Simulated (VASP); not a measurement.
OSZICAR of a VASP run on Si (diamond):

### OSZICAR
```
       N       E                     dE             d eps       ncg     rms          rms(c)
DAV:   1    -0.115894381711E+02   -0.11589E+02   -0.29114E+03   464   0.697E+02
DAV:   2    -0.264688850605E+02   -0.14879E+02   -0.13892E+02   696   0.766E+01
DAV:   3    -0.266643065029E+02   -0.19542E+00   -0.19123E+00   552   0.102E+01
DAV:   4    -0.266649015452E+02   -0.59504E-03   -0.59504E-03   712   0.592E-01
DAV:   5    -0.266649023660E+02   -0.82082E-06   -0.82050E-06   576   0.149E-02    0.838E+00
DAV:   6    -0.192810246902E+02    0.73839E+01   -0.29735E+00   496   0.133E+01    0.449E+00
DAV:   7    -0.193225467812E+02   -0.41522E-01   -0.41228E-01   464   0.662E+00    0.218E+00
DAV:   8    -0.194820830873E+02   -0.15954E+00   -0.12895E-01   496   0.544E+00    0.241E-01
DAV:   9    -0.192764764989E+02    0.20561E+00   -0.15570E-01   472   0.579E+00    0.120E-01
DAV:  10    -0.194534601292E+02   -0.17698E+00   -0.67556E-02   464   0.360E+00    0.933E-02
DAV:  11    -0.194852090171E+02   -0.31749E-01   -0.14493E-02   528   0.191E+00    0.590E-02
DAV:  12    -0.194872540255E+02   -0.20450E-02   -0.56361E-03   480   0.121E+00    0.205E-02
DAV:  13    -0.194876813750E+02   -0.42735E-03   -0.12755E-03   496   0.504E-01    0.146E-02
DAV:  14    -0.194876576473E+02    0.23728E-04   -0.12013E-05   688   0.456E-02    0.127E-02
DAV:  15    -0.194876595728E+02   -0.19255E-05   -0.24167E-05   504   0.722E-02    0.609E-03
DAV:  16    -0.194876534645E+02    0.61083E-05   -0.24721E-06   536   0.196E-02    0.385E-03
DAV:  17    -0.194876526322E+02    0.83228E-06   -0.25655E-06   544   0.258E-02
   1 F= -.19487653E+02 E0= -.19487653E+02  d E =-.194877E+02
       N       E                     dE             d eps       ncg     rms          rms(c)
DAV:   1    -0.194876526973E+02    0.76721E-06   -0.89792E-04   576   0.204E-01    0.356E-02
DAV:   2    -0.194876566448E+02   -0.39474E-05   -0.43785E-05   552   0.958E-02    0.212E-02
DAV:   3    -0.194876524458E+02    0.41990E-05   -0.13783E-05   576   0.334E-02    0.816E-03
DAV:   4    -0.194876526465E+02   -0.20071E-06   -0.72573E-07   360   0.106E-02
   2 F= -.19487653E+02 E0= -.19487653E+02  d E =-.142397E-07
       N       E                     dE             d eps       ncg     rms          rms(c)
DAV:   1    -0.194876535530E+02   -0.11072E-05   -0.23962E-04   584   0.119E-01    0.189E-02
DAV:   2    -0.194876684125E+02   -0.14860E-04   -0.36189E-05   504   0.898E-02    0.104E-02
DAV:   3    -0.194876588745E+02    0.95380E-05   -0.20831E-05   480   0.596E-02    0.198E-03
DAV:   4    -0.194876658205E+02   -0.69460E-05   -0.68847E-06   496   0.365E-02    0.268E-03
DAV:   5    -0.194876657739E+02    0.46570E-07   -0.24343E-08   280   0.177E-03
   3 F= -.19487666E+02 E0= -.19487666E+02  d E =-.131417E-04
```

### Question
Which electronic solver shows in the log?

### Answer
It is blocked Davidson (ALGO = Normal, or the opening steps of other solvers). The INCAR had ALGO = Normal.

### Question
Can the final energy be trusted as converged?

### Answer
The run converged. It stopped with EDIFF = 1E-6, NELM = 100, NSW = 60 and EDIFFG = -0.01 after 3 ionic steps (MS2 meta-GGA, plane waves, VASP's PBE PAW potentials (set 64)).

The compound is Si in the diamond structure. This run relaxes it. Symmetry was kept, so distortions that lower it aren't found.
